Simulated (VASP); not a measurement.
Input of a VASP 6.6.1 run:

The input INCAR:

```
ALGO = Normal
EDIFF = 1E-6
EDIFFG = -0.01
ENCUT = 520
GGA = PE
IBRION = 2
ISIF = 3
ISMEAR = 0
KPAR = 4
LASPH = T
LCHARG = F
LREAL = F
LWAVE = F
NELM = 120
NSW = 90
PREC = Accurate
SIGMA = 0.03
```

KPOINTS

```
k-points
0
Gamma
  8 8 8
```

POSCAR

```
BeZn2Se3
1.0
   -1.9670000000      5.9050000000      2.7870000000
    1.9670000000     -5.9050000000      2.7870000000
    1.9670000000      5.9050000000     -2.7870000000
Be Zn Se
1 2 3
Direct
    0.0001794000      0.0001794000      0.0000000000
    0.3365447800      0.0008970200      0.3356477600
    0.6652492700      0.0008970200      0.6643522400
    0.7823824900      0.2823824900      0.5000000000
    0.0771513900      0.2328668800      0.8442845000
    0.3885823800      0.2328668800      0.1557155000
```

Potentials or basis: VASP PAW PBE potentials, release 64 (Be, Zn, Se).

The run is started by

```sh
$ cat potpaw_PBE.64/Be/POTCAR potpaw_PBE.64/Zn/POTCAR potpaw_PBE.64/Se/POTCAR > POTCAR
$ mpirun -np 4 vasp_std > vasp.out
```

(1) Predict the relaxed volume.

(2) Predict the band gap on the k mesh.

(3) What does it give for the space group after relaxing (to 0.05 Å)?

Results:

(1) 21.37 Å³/atom.

(2) 1.84 eV, direct.

(3) Imm2 (No. 44).
